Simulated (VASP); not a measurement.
Data:

```yaml
crystal:
  lattice:
    - [4.01717, 0.00000, 0.00000]
    - [0.00000, 4.01717, 0.00000]
    - [0.00000, 0.00000, 4.01717]
  atoms:
    - { symbol: Sr, position: [0.00000, 0.00000, 0.00000] }
    - { symbol: Ti, position: [0.50000, 0.50000, 0.50000] }
    - { symbol: O, position: [0.50000, 0.00000, 0.50000] }
    - { symbol: O, position: [0.00000, 0.50000, 0.50000] }
    - { symbol: O, position: [0.50000, 0.50000, 0.00000] }
```

The numbers are results of RPBE GGA, VASP's PBE PAW potentials (set 64) (plane waves; VASP), not measurements. Run with 520 eV cut-off, 6×6×6 Γ-centred mesh, Gaussian smearing of 0.050 eV, potentials Sr_sv Ti_sv O.

Predict the energy per atom (σ→0), pressure, band gap (on the k-mesh) with the smallest direct gap where there is one.

The band gap (on the k-mesh) is 1.73 eV, the smallest direct gap (on the k-mesh) is 2.12 eV and the energy per atom (σ→0) is -7.618 eV/atom. The pressure comes out as -4.43 GPa.

The compound is SrTiO3 in the cubic perovskite structure, the ideal cubic form; the compound distorts at low or room temperature. This cell is one point of a volume scan, at 1.03 of the reference volume.
